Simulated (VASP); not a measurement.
Given:

```xyz
2
Lattice="0.0000 2.9823 2.9823 2.9823 0.0000 2.9823 2.9823 2.9823 0.0000" Properties=species:S:1:pos:R:3 pbc="T T T"
Ca     0.0000     0.0000     0.0000
Se     2.9823     2.9823     2.9823
```

These are PBE GGA, VASP's PBE PAW potentials (set 64) (plane waves; VASP 6.6.1) values and carry that method's errors. Settings: 520 eV cut-off, Gaussian smearing of 0.050 eV, potentials Ca_sv Se.

**Question.** What does the run give for the band gap (along the path) with the smallest direct gap where there is one?

**Answer.** 
```json
{
 "band gap (along the path)": "2.08 eV",
 "smallest direct gap (along the path)": "2.99 eV"
}
```

Only differences to runs with the same potentials and settings are physical.

The compound is CaSe in the rock salt structure. It was relaxed first.
